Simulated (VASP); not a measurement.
Consider the following.

```yaml
crystal:
  lattice:
    - [5.99194, 0.00000, 0.00000]
    - [0.00000, 5.99194, 0.00000]
    - [0.00000, 0.00000, 5.99194]
  atoms:
    - { symbol: Al, position: [0.01497, 0.98503, 0.98503] }
    - { symbol: Al, position: [0.48503, 0.51497, 0.98503] }
    - { symbol: Al, position: [0.48503, 0.98503, 0.51497] }
    - { symbol: Al, position: [0.01497, 0.51497, 0.51497] }
    - { symbol: Sb, position: [0.25000, 0.25000, 0.25000] }
    - { symbol: Sb, position: [0.75000, 0.75000, 0.25000] }
    - { symbol: Sb, position: [0.75000, 0.25000, 0.75000] }
    - { symbol: P, position: [0.25000, 0.75000, 0.75000] }
```

Calculation: PBEsol GGA, VASP's PBE PAW potentials (set 64) (plane waves; VASP). Settings: 400 eV cut-off, Gaussian smearing of 0.050 eV, potentials Al Sb P.

Unless said otherwise, spin-orbit coupling is left out, though it shifts the bands of the heavy elements here.

Q: Give the energies of bands 7 to 20 at the high-symmetry points, in eV from the valence-band maximum.

A: 
```json
[
 {"band": "7", "Γ": "-5.60", "X": "-3.62", "M": "-4.71", "R": "-5.71"},
 {"band": "8", "Γ": "-2.56", "X": "-3.31", "M": "-4.47", "R": "-5.19"},
 {"band": "9", "Γ": "-2.56", "X": "-3.28", "M": "-3.17", "R": "-1.66"},
 {"band": "10", "Γ": "-2.56", "X": "-3.28", "M": "-2.99", "R": "-1.66"},
 {"band": "11", "Γ": "-2.14", "X": "-2.88", "M": "-2.99", "R": "-1.66"},
 {"band": "12", "Γ": "-2.14", "X": "-2.54", "M": "-2.60", "R": "-0.74"},
 {"band": "13", "Γ": "-2.14", "X": "-1.80", "M": "-1.45", "R": "-0.74"},
 {"band": "14", "Γ": "0.00", "X": "-1.80", "M": "-1.45", "R": "-0.74"},
 {"band": "15", "Γ": "0.00", "X": "-1.10", "M": "-0.87", "R": "-0.38"},
 {"band": "16", "Γ": "0.00", "X": "-1.10", "M": "-0.46", "R": "-0.38"},
 {"band": "17", "Γ": "0.87", "X": "1.65", "M": "2.14", "R": "0.79"},
 {"band": "18", "Γ": "0.87", "X": "1.79", "M": "2.41", "R": "1.63"},
 {"band": "19", "Γ": "0.93", "X": "2.83", "M": "2.90", "R": "1.63"},
 {"band": "20", "Γ": "1.43", "X": "3.03", "M": "2.90", "R": "1.63"}
]
```

The gap is indirect, 0.79 eV, from the valence maximum at Γ to the conduction minimum at R.

The structure was generated: Al4PSb3 was put into an ordered model structure (P-43m), which need not be its known phase. It was relaxed first.
